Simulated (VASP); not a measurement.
# ZrAl3B3N (P4/mmm) in VASP: notebook

One crystal, ZrAl3B3N, is run at these levels: PBE; tasks: relaxation of cell and atoms.

Everything below comes from runs of VASP 6.6.1. Logs are shortened: lines on timing, memory, paths and dates and some standing lists are left out, and cuts for length are marked.

### 1 Starting point

It takes space group P4/mmm (No. 123, tetragonal). Conventional cell: a = 3.865 Å, b = 3.865 Å, c = 7.233 Å, α = 90.00°, β = 90.00°, γ = 90.00°. Zr (site symmetry 4/mmm) has 4 B at 1.93 Å as nearest neighbours. Al (site symmetry 4mm) has 1 N at 1.71 Å and 1 B at 1.91 Å as nearest neighbours. Al (site symmetry 4/mmm) has 4 B at 2.73 Å as nearest neighbours. B (site symmetry mmm) is surrounded by 2 Zr at 1.93 Å and 2 N at 1.93 Å. B (site symmetry 4/mmm) is surrounded by 2 Al at 1.91 Å. N (site symmetry 4/mmm) has 2 Al at 1.71 Å and 4 B at 1.93 Å as nearest neighbours.

The cell was built by a generator and needn't be a form met in nature.

### 2 Relaxation of cell and atoms, PBE

INCAR

```
PREC = Normal ; ENCUT = 520
EDIFF = 1E-4 ; ISMEAR = 0
SIGMA = 0.15 ; LREAL = F
LASPH = T ; NELM = 60
ALGO = Fast ; ISIF = 3
LWAVE = F ; LCHARG = F
GGA = PE ; IBRION = 2
NSW = 24 ; EDIFFG = -0.08
```

KPOINTS

```
Automatic mesh
0
Gamma
  4 4 2
```

POSCAR

```
ZrAl3B3N
1.0
    3.8646248400      0.0000000000      0.0000000000
    0.0000000000      3.8646248400      0.0000000000
    0.0000000000      0.0000000000      7.2326307000
Zr Al B N
1 3 3 1
Direct
    0.0000000000      0.0000000000      0.0000000000
    0.5000000000      0.5000000000      0.7636202600
    0.5000000000      0.5000000000      0.2363797400
    0.0000000000      0.0000000000      0.5000000000
    0.0000000000      0.5000000000      0.0000000000
    0.5000000000      0.0000000000      0.0000000000
    0.5000000000      0.5000000000      0.5000000000
    0.5000000000      0.5000000000      0.0000000000
```

Potentials or basis: VASP PAW PBE potentials, release 64 (Zr_sv, Al, B, N).

Started as:

```
$ cat potpaw_PBE.64/Zr_sv/POTCAR potpaw_PBE.64/Al/POTCAR potpaw_PBE.64/B/POTCAR potpaw_PBE.64/N/POTCAR > POTCAR
$ mpirun -np 1 vasp_std > vasp.out
```

OUTCAR:

```text
PREC = Normal
   ENCUT = 520
   EDIFF = 1E-4
   ISMEAR = 0
   LREAL = F
   LASPH = T
   NELM = 60
   ISIF = 3
   GGA = PE
   IBRION = 2
   NSW = 24
   EDIFFG = -0.08

 ion  position               nearest neighbor table
   1  0.000  0.000  0.000-   5 1.93   6 1.93   5 1.93   6 1.93   8 2.73   8 2.73   8 2.73   8 2.73
                             2 3.22   2 3.22   3 3.22   2 3.22   3 3.22   2 3.22   3 3.22   3 3.22
   2  0.500  0.500  0.764-   8 1.71   7 1.91   5 2.58   6 2.58   6 2.58   5 2.58   1 3.22   1 3.22
                             1 3.22   1 3.22   4 3.33   4 3.33   4 3.33   4 3.33
   3  0.500  0.500  0.236-   8 1.71   7 1.91   5 2.58   6 2.58   6 2.58   5 2.58   1 3.22   1 3.22
                             1 3.22   1 3.22   4 3.33   4 3.33   4 3.33   4 3.33
   4  0.000  0.000  0.500-   7 2.73   7 2.73   7 2.73   7 2.73   3 3.33   3 3.33   2 3.33   3 3.33
                             2 3.33   2 3.33   3 3.33   2 3.33   1 3.62   1 3.62
   5  0.000  0.500  0.000-   1 1.93   8 1.93   1 1.93   8 1.93   3 2.58   2 2.58   3 2.58   2 2.58

   6  0.500  0.000  0.000-   1 1.93   8 1.93   8 1.93   1 1.93   2 2.58   3 2.58   3 2.58   2 2.58

   7  0.500  0.500  0.500-   2 1.91   3 1.91   4 2.73   4 2.73   4 2.73   4 2.73
   8  0.500  0.500  0.000-   2 1.71   3 1.71   5 1.93   6 1.93   6 1.93   5 1.93   1 2.73   1 2.73
                             1 2.73   1 2.73

  LATTYP: Found a simple tetragonal cell.
 ALAT       =     3.8646248400
 C/A-ratio  =     1.8714961994

  Lattice vectors:

 A1 = (   3.8646248400,   0.0000000000,   0.0000000000)
 A2 = (   0.0000000000,   3.8646248400,   0.0000000000)
 A3 = (   0.0000000000,   0.0000000000,   7.2326307000)

Analysis of symmetry for initial positions (statically):
=====================================================================
 Subroutine PRICEL returns:
 Original cell was already a primitive cell.

 Routine SETGRP: Setting up the symmetry group for a
 simple tetragonal supercell.

 Subroutine GETGRP returns: Found 16 space group operations
 (whereof 16 operations were pure point group operations)
 out of a pool of 16 trial point group operations.

The static configuration has the point symmetry D_4h.

Analysis of symmetry for dynamics (positions and initial velocities):
=====================================================================
 Subroutine PRICEL returns:
 Original cell was already a primitive cell.

 Routine SETGRP: Setting up the symmetry group for a
 simple tetragonal supercell.

 Subroutine GETGRP returns: Found 16 space group operations
 (whereof 16 operations were pure point group operations)
 out of a pool of 16 trial point group operations.

The dynamic configuration has the point symmetry D_4h.

 Subroutine INISYM returns: Found 16 space group operations
 (whereof 16 operations are pure point group operations),
 and found     1 'primitive' translations

----------------------------------------------------------------------------------------

[... 99 lines left out ...]
   POTIM  = 0.5000    time-step for ionic-motion
   TEBEG  =    0.0;   TEEND  =   0.0 temperature during run
   PSTRESS=    0.0 pullay stress
   NELECT =      35.0000    total number of electrons
   NUPDOWN=      -1.0000    fix difference up-down
   EMIN   =  10.00;   EMAX   =-10.00  energy-range for DOS
   EFERMI =   0.00;   METHOD = LEGACY
   ISMEAR =     0;   SIGMA  =   0.15  broadening in eV -4-tet -1-fermi 0-gaus
   EFERMI_NEDOS =   21; number of points for ismear=-14 and -15
   IALGO  =     68    algorithm
   IMIX   =      4    mixing-type and parameters
     AMIX     =   0.40;   BMIX     =  1.00
     AMIX_MAG =   1.60;   BMIX_MAG =  1.00
  volume/ion in A,a.u.               =      13.50        91.12
  Fermi-wavevector in a.u.,A,eV,Ry     =   1.124416  2.124839 17.202014  1.264312
  Thomas-Fermi vector in A             =   2.261088
   LORBIT       =      0    0 simple, 1 ext, 2 COOP (PROOUT), +10 PAW based schemes
   GGA     = PE    functional components
   LHFCALC =     F    Hartree Fock is set to
   AEXX    =    0.0000 exact exchange contribution
   IVDW    =     0    specifies the selected vdW correction
   LEPSILON=     F    determine dielectric tensor
   LRPA    =     F    only Hartree local field effects (RPA)
 conjugate gradient relaxation of ions
 non-spin polarized calculation
 RMM-DIIS sequential band-by-band and
 Gauss-broadening in eV      SIGMA  =   0.15
  energy-cutoff  :      520.00
  volume of cell :      108.02
 maximum number of plane-waves:      2934
   NGX = 15   NGY = 15   NGZ = 27

--------------------------------------- Ionic step        1  -------------------------------------------

 number of electron      34.9999993 magnetization

 Free energy of the ion-electron system (eV)
  ---------------------------------------------------
  ext. energy  EPLUGINS =         0.00000000
  ---------------------------------------------------
  free energy    TOTEN  =       -35.68866732 eV

  energy without entropy =      -35.65165715  energy(sigma->0) =      -35.67016223

 E-fermi :   7.0613     XC(G=0): -10.4058

 val. band max:        6.9784693705   @ k =   0.0000   0.0000   0.5000
 cond. band min:       7.0705855586   @ k =   0.5000   0.5000   0.5000
 fundamental gap:      0.0921161881
 Fermi energy:         7.0613488532

 k-point     1 :       0.0000    0.0000    0.0000
  band No.  band energies     occupation
      1     -41.2598      2.00000
      2     -20.2310      2.00000
      3     -20.2310      2.00000
      4     -19.1098      2.00000
      5     -11.7917      2.00000
      6      -2.3403      2.00000
[... 408 lines left out ...]
  FREE ENERGIE OF THE ION-ELECTRON SYSTEM (eV)
  ---------------------------------------------------
  free  energy   TOTEN  =       -37.7359120865 eV

  energy  without entropy=      -37.7017653746  energy(sigma->0) =      -37.71883873

[... ionic steps 4 to 9 ...]

--------------------------------------- Ionic step       10  -------------------------------------------

 number of electron      34.9999977 magnetization

------------------------ aborting loop because EDIFF is reached ----------------------------------------
[... 79 lines left out ...]
--------------------------------------- Ionic step       12  -------------------------------------------

 number of electron      34.9999978 magnetization

 Free energy of the ion-electron system (eV)
  ---------------------------------------------------
  ext. energy  EPLUGINS =         0.00000000
  ---------------------------------------------------
  free energy    TOTEN  =       -38.21760826 eV

  energy without entropy =      -38.17308196  energy(sigma->0) =      -38.19534511

 E-fermi :   4.3893     XC(G=0):  -9.3575

 val. band max:        4.3224636052   @ k =   0.5000   0.2500   0.5000
 cond. band min:       4.4459572194   @ k =   0.2500   0.0000   0.5000
 fundamental gap:      0.1234936142
 Fermi energy:         4.3892806310

 k-point     1 :       0.0000    0.0000    0.0000
  band No.  band energies     occupation
      1     -44.1128      2.00000
      2     -22.4215      2.00000
      3     -22.4215      2.00000
      4     -22.1403      2.00000
      5     -11.9679      2.00000
      6      -3.5243      2.00000
[... 324 lines left out ...]
  FREE ENERGIE OF THE ION-ELECTRON SYSTEM (eV)
  ---------------------------------------------------
  free  energy   TOTEN  =       -38.2176082646 eV

  energy  without entropy=      -38.1730819579  energy(sigma->0) =      -38.19534511

 reached required accuracy - stopping structural energy minimisation
```

Wall time 2.1 min (1 thread of Intel Xeon Platinum 8488C (Sapphire Rapids), shared host); peak memory 0.19 GiB.

Results:

| Property | Result |
| --- | --- |
| Free energy | -38.2176 eV |
| Relaxed volume | 17.71 Å³/atom |
| Relaxed cell | a = 4.353 Å, b = 4.353 Å, c = 7.478 Å, α = 90.00°, β = 90.00°, γ = 90.00° |
| Space group after relaxing (to 0.05 Å) | P4/mmm (No. 123) |
| Energy gained by relaxing | 316.1 meV/atom |
| Ionic steps | 12 |
| Pressure after relaxing | -0.1 GPa |
| Largest force after relaxing | 0.045 eV/Å |
| Band gap on the k mesh | none (metal or under the smearing width) |

Forces in eV/Å, atoms in the order of the input:
```
Zr   0.000  0.000  0.000
Al   0.000  0.000  0.045
Al   0.000  0.000 -0.045
Al   0.000  0.000  0.000
B    0.000  0.000  0.000
B    0.000  0.000  0.000
B    0.000  0.000  0.000
N    0.000  0.000  0.000
```

Step by step:
```tsv
step	energy change (eV)	largest force (eV/Å)	pressure (GPa)	volume (Å³)
1	0.0000	2.2237	26.35	108.02
2	-1.3967	2.3231	-3.79	146.58
3	-2.0472	1.4614	3.66	131.49
4	-2.0780	1.8164	0.72	136.34
5	-2.4906	0.4275	-1.68	143.50
6	-2.5038	0.1146	-1.86	145.37
7	-2.5054	0.0211	-1.92	144.92
8	-2.5187	0.2910	1.01	140.50
9	-2.5275	0.1642	-0.05	142.17
10	-2.5275	0.1583	-0.19	142.29
11	-2.5276	0.1423	-0.12	142.24
12	-2.5289	0.0449	-0.12	141.70
```

Final structure:
```
Zr Al B N
1.0
     4.35306    0.00000    0.00000
     0.00000    4.35306    0.00000
     0.00000    0.00000    7.47797
Zr Al B N
1 3 3 1
Direct
  0.00000 0.00000 0.00000
  0.50000 0.50000 0.76207
  0.50000 0.50000 0.23793
  0.00000 0.00000 0.50000
  0.00000 0.50000 0.00000
  0.50000 0.00000 0.00000
  0.50000 0.50000 0.50000
  0.50000 0.50000 0.00000
```

Caveat: the k mesh is coarse (spacing up to 0.43 Å⁻¹), so the values aren't converged; the volume moved by over 15 % at a fixed basis, so the end points are rough; the relaxation stopped at a loose force limit of 0.08 eV/Å, so its end isn't a converged minimum.

(Continued in part 2 of 2.)
